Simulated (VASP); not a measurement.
Write the native input for VASP 6.6.1 that does the following.

* Task: relaxation of cell and atoms
* Functional: PBE
* Potentials or basis: VASP PAW PBE potentials, release 64 (B, P, Al)
* Cutoff: 600 eV
* k mesh: 8 × 8 × 6
* Occupations: fermi-dirac, width 0.02 eV
* Spin: no spin polarisation
* Dipole correction: no
* Further INCAR settings: ALGO = Normal; EDIFF = 1e-07; IBRION = 2; EDIFFG = -0.005; NSW = 80; ISIF = 3

The structure of AlBP2 lies in POSCAR:

```
AlBP2
1.0
    3.3674768487      0.0000000000      0.0000000000
    0.0000000000      3.3674768487      0.0000000000
    0.0000000000      0.0000000000      4.7623314304
B P Al
1 2 1
Direct
    0.0000000000      0.0000000000      0.0000000000
    0.0000000000      0.5000000000      0.2500000000
    0.5000000000      0.0000000000      0.7500000000
    0.5000000000      0.5000000000      0.5000000000
```

The cell was built by a generator and needn't be a form met in nature.

The input as run:

INCAR

```
PREC = Accurate ; ENCUT = 600
EDIFF = 1E-7 ; ISMEAR = -1
SIGMA = 0.02 ; LREAL = False
LASPH = True ; NELM = 100
ALGO = Normal ; ISIF = 3
LWAVE = False ; LCHARG = False
GGA = PE ; IBRION = 2
NSW = 80 ; EDIFFG = -0.005
```

KPOINTS

```
Automatic mesh
0
Gamma
  8 8 6
```

Potentials or basis: VASP PAW PBE potentials, release 64 (B, P, Al).

The run is started by

```console
$ cat potpaw_PBE.64/B/POTCAR potpaw_PBE.64/P/POTCAR potpaw_PBE.64/Al/POTCAR > POTCAR
$ mpirun -np 1 vasp_std > vasp.out
```

Results of the run:

| Property | Result |
| --- | --- |
| Relaxed volume | 16.02 Å³/atom |
| Relaxed cell | a = 3.497 Å, b = 3.497 Å, c = 5.237 Å, α = 90.00°, β = 90.00°, γ = 90.00° |
| Space group after relaxing (to 0.05 Å) | P-4m2 (No. 115) |
| Energy gained by relaxing | 545.7 meV/atom |
| Ionic steps | 11 |
| Pressure after relaxing | 0.0 GPa |
| Band gap on the k mesh | 0.77 eV, direct |

Caveat: the volume moved by over 15 % at a fixed basis, so the end points are rough.

Wall time 110 s on 1 thread of Intel(R) Xeon(R) 6975P-C (Granite Rapids), on a shared host, peak memory 0.21 GiB.
